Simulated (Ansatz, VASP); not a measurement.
# Sb (Antimony): VASP beside Ansatz

Wanted: the spread between two codes on one cell, functional and k mesh. The cell is taken from a series of runs on this material, whose earlier steps may have relaxed, scaled, displaced or heated it; both programs get it as it stands.

Main program and level: Ansatz 0.2.0; plane waves, with VASP 6.6.1 beside it; zone-centre phonons at PBEsol.

## Step 1: The structure

It takes space group R-3m (No. 166, trigonal). The conventional cell has a = 4.304 Å, b = 4.304 Å, c = 10.935 Å, α = 90.00°, β = 90.00°, γ = 120.00°. Nearest to Sb lie 6 Sb at 2.92 to 3.26 Å.

Coordinates:

```cif
data_structure
_symmetry_space_group_name_H-M 'P 1'
_symmetry_Int_Tables_number 1
_cell_length_a 4.4116
_cell_length_b 4.4116
_cell_length_c 4.4116
_cell_angle_alpha 58.399
_cell_angle_beta 58.399
_cell_angle_gamma 58.399
_cell_volume 58.49
loop_
_atom_site_label
_atom_site_type_symbol
_atom_site_fract_x
_atom_site_fract_y
_atom_site_fract_z
_atom_site_occupancy
Sb1 Sb 0.23665 0.23665 0.23665 1
Sb2 Sb 0.76335 0.76335 0.76335 1
```

## Step 2: VASP: zone-centre phonons, PBEsol

Second derivatives magnify differences that forces hide, and they need a tight electronic threshold.

Lines of VASP's logs that name or quote its potential files are left out, and so is its time.

Contents of INCAR:

```
SYSTEM = Sb
PREC = Accurate
ENCUT = 500
EDIFF = 1E-08
NELM = 120
ISMEAR = 1
SIGMA = 0.2
LREAL = .FALSE.
ALGO = Normal
GGA = PS
NBANDS = 11
LORBIT = 11
LWAVE = .FALSE.
LCHARG = .FALSE.
ISIF = 2
IBRION = 8
LASPH = .TRUE.
GGA_COMPAT = .FALSE.
KPAR = 2
```

Contents of POSCAR:

```
Sb
1.0
    2.1522007661      1.2425736916      3.6450265557
   -2.1522007661      1.2425736916      3.6450265557
    0.0000000000     -2.4851473833      3.6450265557
Sb
2
Direct
    0.2366497500      0.2366497500      0.2366497500
    0.7633502500      0.7633502500      0.7633502500
```

Contents of KPOINTS:

```
Automatic mesh
0
Gamma
12 12 12
0 0 0
```

The projector-augmented-wave data sets are Sb (PBE family, release 64).

Command:

```console
$ mpirun -np 2 vasp_std
```

Numbers of over 12 decimals in the logs are rounded to 6 here.

Log:

```text
[banner, memory and clock lines left out]
running    2 mpi-ranks, on    1 nodes
 distrk:  each k-point on    1 cores,    2 groups
 distr:  one band on    1 cores,    1 groups

 POSCAR found type information on POSCAR Sb
 POSCAR found :  1 types and       2 ions
|                                                                             |
|               ----> ADVICE to this user running VASP <----                  |
|                                                                             |
|     You enforced a specific xc type in the INCAR file but a different       |
|     [... a line on the potential file left out ...]
|     I HOPE YOU KNOW WHAT YOU ARE DOING!                                     |
|                                                                             |

 LDA part: xc-table for (Slater+PW92), standard interpolation
 POSCAR, INCAR and KPOINTS ok, starting setup
 FFT: planning ... GRIDC
 FFT: planning ... GRID_SOFT
 FFT: planning ... GRID
 WAVECAR not read
 entering main loop
       N       E                     dE             d eps       ncg     rms          rms(c)
DAV:   1     0.334292527421E+02    0.33429E+02   -0.35071E+03  4158   0.693E+02
DAV:   2    -0.730537637861E+01   -0.40735E+02   -0.39397E+02  5555   0.112E+02
DAV:   3    -0.911191947026E+01   -0.18065E+01   -0.17948E+01  5073   0.265E+01
DAV:   4    -0.912741113306E+01   -0.15492E-01   -0.15489E-01  4668   0.291E+00
DAV:   5    -0.912759145561E+01   -0.18032E-03   -0.18032E-03  4863   0.351E-01    0.295E+00
DAV:   6    -0.911859849459E+01    0.89930E-02   -0.19533E-03  4668   0.274E-01    0.177E+00
DAV:   7    -0.911305147370E+01    0.55470E-02   -0.48560E-03  4608   0.422E-01    0.564E-02
DAV:   8    -0.911308298282E+01   -0.31509E-04   -0.10720E-04  4704   0.742E-02    0.162E-02
DAV:   9    -0.911308956995E+01   -0.65871E-05   -0.12238E-05  4677   0.222E-02    0.503E-03
DAV:  10    -0.911308911805E+01    0.45189E-06   -0.13536E-06  4722   0.663E-03    0.988E-04
DAV:  11    -0.911308924095E+01   -0.12290E-06   -0.14271E-07  4761   0.229E-03    0.439E-04
DAV:  12    -0.911308927406E+01   -0.33110E-07   -0.12274E-08  3577   0.635E-04    0.919E-05
DAV:  13    -0.911308928106E+01   -0.70009E-08   -0.13909E-09  2412   0.262E-04
   1 F= -.91130893E+01 E0= -.91138433E+01  d E =0.226219E-02
 Linear response reoptimize wavefunctions to high precision
DAV:   1    -0.911308928331E+01   -0.22458E-08   -0.13701E-10  2715   0.942E-05
DAV:   2    -0.911308928331E+01   -0.43201E-11   -0.19361E-11  2268   0.389E-05
 Linear response DOF=           2
 Linear response progress:
  Degree of freedom:   1/  2
       N       E                     dE             d eps       ncg     rms          rms(c)
RMM:   1    -0.250366726446E-01   -0.25037E-01    0.24419E-02 38622   0.118E+00
RMM:   2    -0.247698646750E-01    0.26681E-03   -0.16058E-03 30208   0.239E-01    0.488E-02
RMM:   3    -0.247780547591E-01   -0.81901E-05   -0.42968E-05 31693   0.389E-02    0.292E-02
RMM:   4    -0.248451187246E-01   -0.67064E-04   -0.22282E-05 31660   0.212E-02    0.215E-03
RMM:   5    -0.248523399534E-01   -0.72212E-05   -0.16213E-06 32473   0.362E-03    0.978E-04
RMM:   6    -0.248543526504E-01   -0.20127E-05    0.80908E-08 31952   0.915E-04    0.284E-04
RMM:   7    -0.248535054509E-01    0.84720E-06    0.13830E-07 33018   0.209E-04    0.780E-05
RMM:   8    -0.248534818068E-01    0.23644E-07    0.43539E-08 33488   0.531E-05    0.165E-05
RMM:   9    -0.248534747396E-01    0.70671E-08   -0.39636E-09 33413   0.159E-05    0.117E-06
 first order change of Fermi-energy  -0.25641E-04
 force on displaced ion       1 direction 1 :  -1.841   0.000   0.000
 Linear response progress:
  Degree of freedom:   2/  2
       N       E                     dE             d eps       ncg     rms          rms(c)
RMM:   1    -0.259338020704E-01   -0.25934E-01    0.18148E-02  8128   0.119E+00
RMM:   2    -0.248401010950E-01    0.10937E-02   -0.15653E-03  6501   0.246E-01    0.471E-02
RMM:   3    -0.247474112797E-01    0.92690E-04   -0.40592E-05  6909   0.421E-02    0.285E-02
RMM:   4    -0.246881953534E-01    0.59216E-04   -0.26106E-05  6733   0.251E-02    0.681E-03
RMM:   5    -0.247015312187E-01   -0.13336E-04   -0.80697E-07  6985   0.521E-03    0.235E-03
RMM:   6    -0.247038926824E-01   -0.23615E-05   -0.47203E-08  7016   0.101E-03    0.798E-04
RMM:   7    -0.247029142810E-01    0.97840E-06    0.90931E-09  7089   0.295E-04    0.176E-04
RMM:   8    -0.247029347999E-01   -0.20519E-07    0.29467E-09  7182   0.547E-05    0.288E-05
RMM:   9    -0.247029307718E-01    0.40281E-08    0.93182E-12  7232   0.164E-05    0.150E-05
 first order change of Fermi-energy  -0.63868E+00
 force on displaced ion       1 direction 3 :   0.000   0.000  -4.514
 Linear response finished
```

OUTCAR, selected parts (step 2):

```text
ion  position               nearest neighbor table
   1  0.237  0.237  0.237-   2 2.92   2 2.92   2 2.92   2 3.26   2 3.26   2 3.26
   2  0.763  0.763  0.763-   1 2.92   1 2.92   1 2.92   1 3.26   1 3.26   1 3.26

  LATTYP: Found a trigonal (rhomboedric) cell.
 ALAT       =     4.4115956420
 COS(alpha) =     0.5240030599

 Subroutine GETGRP returns: Found 12 space group operations
 (whereof 12 operations were pure point group operations)

The static configuration has the point symmetry D_3d.

 Found    189 irreducible k-points:

   k-points           NKPTS =    189   k-points in BZ     NKDIM =    189   number of bands    NBANDS=     11

   dimension x,y,z NGX =    32 NGY =   32 NGZ =   32
   dimension x,y,z NGXF=    64 NGYF=   64 NGZF=   64

   ENCUT  =  500.0 eV  36.75 Ry    6.06 a.u.   8.04  8.04  8.04*2*pi/ulx,y,z

   NELECT =      10.0000    total number of electrons

 k-points in reciprocal lattice and weights: Automatic mesh
   0.00000000  0.00000000  0.00000000       0.001
   0.08333333  0.00000000  0.00000000       0.003
   0.16666667 -0.00000000  0.00000000       0.003
   0.25000000  0.00000000  0.00000000       0.003
   0.33333333  0.00000000  0.00000000       0.003
   0.41666667  0.00000000  0.00000000       0.003
   0.50000000  0.00000000  0.00000000       0.002
   0.08333333  0.08333333  0.00000000       0.003
   0.16666667  0.08333333  0.00000000       0.007
[...]
-0.41666667  0.50000000  0.41666667       0.003
   0.50000000  0.50000000  0.50000000       0.001

 average (electrostatic) potential at core
       1 -85.3159       2 -85.3159

  Total        0.4062126      0.4062126      0.3853514     -0.0000000     -0.0000000      0.0000000
  in kB       11.1277440     11.1277440     10.5562731     -0.0000000     -0.0000000      0.0000000
  external PRESSURE =      10.9372537 kB  Pullay stress =       0.0000000 kB

  energy-cutoff  :      500.00
  volume of cell :       58.49
      direct lattice vectors                 reciprocal lattice vectors
     2.152200766  1.242573692  3.645026556     0.232320334  0.134130207  0.091448808
    -2.152200766  1.242573692  3.645026556    -0.232320334  0.134130207  0.091448808
     0.000000000 -2.485147383  3.645026556     0.000000000 -0.268260414  0.091448808

 POSITION                                       TOTAL-FORCE (eV/Angst)
 -----------------------------------------------------------------------------------
      0.00000     -0.00000      2.58778         0.000000     -0.000000      0.048014
      0.00000     -0.00000      8.34730         0.000000      0.000000     -0.048014
 -----------------------------------------------------------------------------------
    total drift:                                0.000000      0.000000     -0.000000

 Eigenvectors and eigenvalues of the dynamical matrix
 ----------------------------------------------------

   1 f  =    4.257252 THz    26.749102 2PiTHz  142.006634 cm-1    17.606571 meV
             X         Y         Z           dx          dy          dz
      0.000000 -0.000000  2.587784     0.000000    0.000000   -0.707107
      0.000000 -0.000000  8.347296    -0.000000   -0.000000    0.707107

   2 f  =    2.718586 THz    17.081377 2PiTHz   90.682254 cm-1    11.243161 meV
             X         Y         Z           dx          dy          dz
      0.000000 -0.000000  2.587784    -0.707107    0.000000    0.000000
      0.000000 -0.000000  8.347296     0.707107   -0.000000    0.000000

   3 f  =    2.718586 THz    17.081377 2PiTHz   90.682254 cm-1    11.243161 meV
             X         Y         Z           dx          dy          dz
      0.000000 -0.000000  2.587784     0.000000    0.707107    0.000000
      0.000000 -0.000000  8.347296    -0.000000   -0.707107   -0.000000

   4 f  =    0.000000 THz     0.000000 2PiTHz    0.000002 cm-1     0.000000 meV
             X         Y         Z           dx          dy          dz
      0.000000 -0.000000  2.587784    -0.045019    0.642820    0.291128
      0.000000 -0.000000  8.347296    -0.045019    0.642820    0.291128

   5 f  =    0.000000 THz     0.000000 2PiTHz    0.000001 cm-1     0.000000 meV
             X         Y         Z           dx          dy          dz
      0.000000 -0.000000  2.587784    -0.042426    0.288726   -0.644079
      0.000000 -0.000000  8.347296    -0.042426    0.288726   -0.644079

   6 f/i=    0.000000 THz     0.000000 2PiTHz    0.000001 cm-1     0.000000 meV
             X         Y         Z           dx          dy          dz
      0.000000 -0.000000  2.587784     0.704396    0.058473   -0.020187
      0.000000 -0.000000  8.347296     0.704396    0.058473   -0.020187

 ELASTIC MODULI CONTR FROM IONIC RELAXATION (kBar)
 Direction    XX          YY          ZZ          XY          YZ          ZX
 --------------------------------------------------------------------------------
 XX        -101.2768    -82.5934   -140.1781      0.0000     40.0882     -0.0000
 YY         -82.5934   -101.2768   -140.1781     -0.0000    -40.0882      0.0000
 ZZ        -140.1781   -140.1781   -213.7367      0.0000      0.0000     -0.0000
 XY           0.0000     -0.0000      0.0000     -9.3417     -0.0000     37.8027
 YZ          40.0882    -40.0882      0.0000     -0.0000   -172.0320      0.0000
 ZX          -0.0000      0.0000     -0.0000     37.8027      0.0000   -152.9752
 --------------------------------------------------------------------------------
```

## Step 3: Ansatz: zone-centre phonons, PBEsol

Ansatz runs on its PAW soft_1 files.

The same cell, functional, mesh and smearing now go to Ansatz, which takes its cutoff from its data sets.

Contents of input.yaml:

```yaml
crystal:
  lattice:
    - [2.1522007661, 1.2425736916, 3.6450265557]
    - [-2.1522007661, 1.2425736916, 3.6450265557]
    - [0.0, -2.4851473833, 3.6450265557]
  atoms:
    - { symbol: Sb, position: [0.23664975, 0.23664975, 0.23664975] }
    - { symbol: Sb, position: [0.76335025, 0.76335025, 0.76335025] }
kpoints:
  mp_grid: { grid: [12, 12, 12] }
hamiltonian:
  xc: pbesol
  pseudopotentials: { kind: paw, azcp: { folder: soft_1 }, xc_functional: pbe }
scf:
  occupations: { method: methfessel_paxton, width: 0.2 }
output:
  eigenvalues: true
phonons:
  method: dfpt
```

Command:

```console
$ ansatz run input.yaml --threads 4 --pin off --max-ram 10240MiB --backend cpu --events-out ev --progress --plain --runs-dir out
```

Log:

```text
Engine: ansatz 0.2.0, x86_64-unknown-linux-gnu
Pseudopotentials: kind: paw
Pseudopotential: Sb, paw, valence charge 15, recommended cutoff 420 eV (normal), soft_1/Sb.paw.azcp
Functional definition: PBEsol
  exchange = pbesol_x
  correlation = pbesol_c
Crystal: 2 atoms, lattice volume = 58.487 Å³
Basis set: ecut = 420 eV, 1153 PW (Γ), exchange–correlation on 60×60×60 points (8 copies of the dense FFT grid, shifted against one another)
Bands: 19, of which v1, the nominal top of the filled ones, is band 15 counted from 1 (14 counted from 0)
Symmetry: 12 space group operations
k-points: 476 of 1728 (irreducible under 2 space group operations, time reversal used)
Non-local potential: Sb, projectors of the file, l = 0: 2, l = 1: 2, l = 2: 2, l = 3: 1
PAW form: soft (Blöchl's): semilocal exchange-correlation on the pseudo side does not see the compensation charge
PAW frozen core: Sb, regenerated for the run's functional, and the local potential with it (the file was generated under x = pbe(κ = 0.804, μ = 0.219515), c = pbe(β = 0.066725))
PAW one-centre angular grid: Sb, 590 points (default); XC on 64 Gauss nodes
Initial density: superposition of atomic densities (chi_scale 0.1, normalization cell)
Initial wavefunctions: pseudopotential atomic-orbital guess
Functional: x = pbesol(κ = 0.804, μ = 0.123457), c = pbesol(β = 0.046)
SCF iter   1: F=—  HF=-12816.333813 eV  |F-HF|=—  |Δ(HF+E_count)|=         —  Δρ=1.47e-2  dr2=9.53e-2  ethr=3.10e-3  ⟨swp⟩=5.9  Hψ=46851  notcnv=0
preconditioner: auto → none  [insulator: Δε(μ)=0.149 eV  Ē_g=8.790 eV  σ=0.200 eV  W_gap=0.56  n_scr=14 (ndim 8)  ℏωp=15.4 eV  f_vac=0.000  D(μ)=0.19/eV (n_scr^D=0)  ε∞_Penn≈4.1]
SCF iter   2: F=—  HF=-12816.323733 eV  |F-HF|=—  |Δ(HF+E_count)|=   1.01e-2  S|Δr|=    0.00e0  Δρ=7.08e-3  dr2=2.12e-2  ethr=3.18e-4  ⟨swp⟩=1.0  Hψ=12852  notcnv=0
SCF iter   3: F=—  HF=-12816.322961 eV  |F-HF|=—  |Δ(HF+E_count)|=   7.72e-4  S|Δr|=    0.00e0  Δρ=4.83e-4  dr2=1.36e-4  ethr=7.05e-5  ⟨swp⟩=1.1  Hψ=9267  notcnv=0
SCF iter   4: F=—  HF=-12816.322989 eV  |F-HF|=—  |Δ(HF+E_count)|=   2.86e-5  S|Δr|=    0.00e0  Δρ=2.53e-4  dr2=4.03e-5  ethr=4.54e-7  ⟨swp⟩=2.0  Hψ=16206  notcnv=0
SCF iter   5: F=—  HF=-12816.322976 eV  |F-HF|=—  |Δ(HF+E_count)|=   1.27e-5  S|Δr|=    0.00e0  Δρ=5.96e-5  dr2=1.00e-6  ethr=1.34e-7  ⟨swp⟩=2.1  Hψ=14743  notcnv=0
SCF iter   6: F=—  HF=-12816.322975 eV  |F-HF|=—  |Δ(HF+E_count)|=   9.53e-7  S|Δr|=    0.00e0  Δρ=9.56e-6  dr2=3.57e-8  ethr=3.34e-9  ⟨swp⟩=2.0  Hψ=16077  notcnv=0
SCF iter   7: F=—  HF=-12816.322975 eV  |F-HF|=—  |Δ(HF+E_count)|=   7.92e-9  S|Δr|=    0.00e0  Δρ=1.74e-6  dr2=1.36e-9  ethr=1.19e-10  ⟨swp⟩=2.0  Hψ=16280  notcnv=0
SCF iter   8: F=—  HF=-12816.322975 eV  |F-HF|=—  |Δ(HF+E_count)|=  6.44e-10  S|Δr|=    0.00e0  Δρ=3.90e-7  dr2=4.74e-11  ethr=4.55e-12  ⟨swp⟩=2.0  Hψ=16212  notcnv=0
SCF iter   9: F=-12816.322975 eV  HF=-12816.322975 eV  |F-HF|=0.00e0  |Δ(HF+E_count)|=  1.82e-11  S|Δr|=    0.00e0  Δρ=5.79e-8  dr2=1.02e-12  ethr=1.00e-12  ⟨swp⟩=6.0  Hψ=41443  notcnv=0
SCF 1 converged in 9 iterations: F = -12816.322975 eV  dr2 = 1.02e-12
  greatest PAW one-centre occupation: 0.996 electrons in one spin orbital (limit 2), on the Sb atom at site 1 (counted from 0), in its partial waves of l = 2
DFPT response loops at Γ: preconditioner auto → Kerker (q_TF=auto, 2.441 Å⁻¹) (partly filled bands, converged f_vac=0.000); β = 1.00, the filter's whole step (`scf.mixing.beta` (0.50) is not read by the response loops under this deck's `scf.mixing.preconditioner`; to damp them name `kerker` or `kerker_dos`, under which they read `scf.mixing.beta`, and type it under 1.00, their step now; both keys bind the ground state too); Broyden in place of MSR1
SCF converged after 9 iterations
Stability not checked: this state was not tested for a lower state beside it, because cold or Methfessel-Paxton smearing, or corrected tetrahedra, fill the levels in a way that the test cannot read (fill_not_monotonic; see scf.lower_state_search)
Free energy (F): -12816.322975 eV
Harris-Foulkes:  -12816.322975 eV  (|F-HF|=0.00e0)
Internal energy: -12816.325229 eV  (E = F + TS)
E sigma→0 (E₀):  -12816.323539 eV
Entropy (-TS):   0.002254 eV (1.127 meV/atom)
Fermi energy:    10.574849 eV
--- Per-component energies (eV) ---
  E_band       = -321.435651
  E_kinetic    = 326.694807
  E_local      = -3107.180385  (includes V_loc(G=0)·N_el)
  E_nonlocal   = 782.663454
  E_hartree    = 1286.311612
  E_xc         = -196.964625
  E_vxc        = -182.281253  (∫ρ·V_xc dr)
  E_paw        = -8935.101393  (= ΣΔE_a)
  E_vpaw       = -713.955717  (= ΣTr[D̂ρ^β])
  E_aug_tail   = 0.000269  (compensation charges beyond the density's cutoff)
  E_ewald      = -2973.412679
  E_core_change = 0.663710  (= ΣΔE_core)
  E_smearing   = 0.002254  (= −TS)
  E_closure    = -0.000000  (closes the sum)
  Σ components = -12816.322975   (vs F -12816.322975, Δ=0.00e0)
--- Band table (eV; the first three rows and the last of 476) ---
  k-point 0: bands = [... 11 lower, 5.9794, 8.6371, 8.7598, 8.7598, 13.0354, 13.4924, 13.4924, 15.5480]
  k-point 1: bands = [... 11 lower, 5.5742, 8.6581, 8.7532, 8.9694, 12.9248, 13.2501, 13.2608, 15.2516]
  k-point 2: bands = [... 11 lower, 4.6661, 8.6818, 8.7435, 9.3599, 12.5161, 12.6584, 12.7091, 15.1200]
  k-point 475: bands = [... 11 lower, 1.3275, 9.3492, 9.3492, 10.1691, 10.4933, 10.4933, 11.4942, 18.0259]
--- Phonons (Γ-DFPT): 2 representative perturbations + reference, on 476 of 1728 k-points (Σ response iterations 6) ---
  k mesh reduced under 2 symmetry operations, with k and −k counted as one. Each operation leaves every solved perturbation unchanged. A smaller set is not used because it would not reduce the number of displacements times k-points to solve
  ASR residual: 1.668e-5 → 0.000e0 eV/Å²; symmetrization residual: 1.267e-5 eV/Å²
  ASR residual per site (eV/Å²): 1.67e-5 1.67e-5
  Γ frequencies (cm⁻¹): 0.00 0.00 0.00 86.67 86.67 139.17
  non-analytic LO–TO correction: not included (Born effective charges unavailable; polar crystals: no LO–TO splitting at Γ)
```

The column dr2 measures how far the density is from self-consistency, as an energy; F and HF (Harris–Foulkes) agree once it is small.

## Step 4: Comparison

Known differences besides the potentials themselves: the data sets hold 30 valence electrons in Ansatz (on its PAW soft_1 files) and 10 in VASP; the cutoff is 420 eV in Ansatz and 500 eV in VASP; Ansatz makes its cores anew for this functional, VASP keeps those of its PBE data sets. Total energies have different zeros and are not compared.

Both answers:

```tsv
quantity	Ansatz	VASP	difference
optical mode 1 to 2 (cm⁻¹)	86.7	90.7	-4.42 %
optical mode 3 (cm⁻¹)	139.2	142.0	-2.00 %
```

Modes are paired by rising frequency, not by their patterns, so a pair may set unlike modes beside each other; they are those without the splitting of longitudinal modes.

## Step 5: Results

```
r.m.s. difference of the optical zone-centre modes, each program's sorted by frequency (zone-centre phonons, PBEsol) : 3.7 cm⁻¹
difference in optical mode 1 to 2 (zone-centre phonons, PBEsol)                                                      : -4.4 %
```

In words: The r.m.s. difference of the optical zone-centre modes, each program's sorted by frequency is 3.7 cm⁻¹ (zone-centre phonons, PBEsol). The data sets hold unlike numbers of valence electrons (30 in Ansatz and 10 in VASP), so part of the differences comes from the potentials. Among the rows given in per cent, the largest difference of the zone-centre phonons, PBEsol pair is in optical mode 1 to 2, -4.4 %. How closely two codes agree says nothing of how well the functional describes the real material.

[Lines on the potential files, build, host, timing and source positions are cut from VASP's logs without a mark.]

[Logs are printed without paths, hosts, clocks, repeated set-up lines and the standing remarks that a program may print on its own settings, such as how far it seeks lower states.]

[Hosts, paths, dates, database ids (printed as entryN), source tags and the programs' standing remarks are cut or masked in the printed files.]
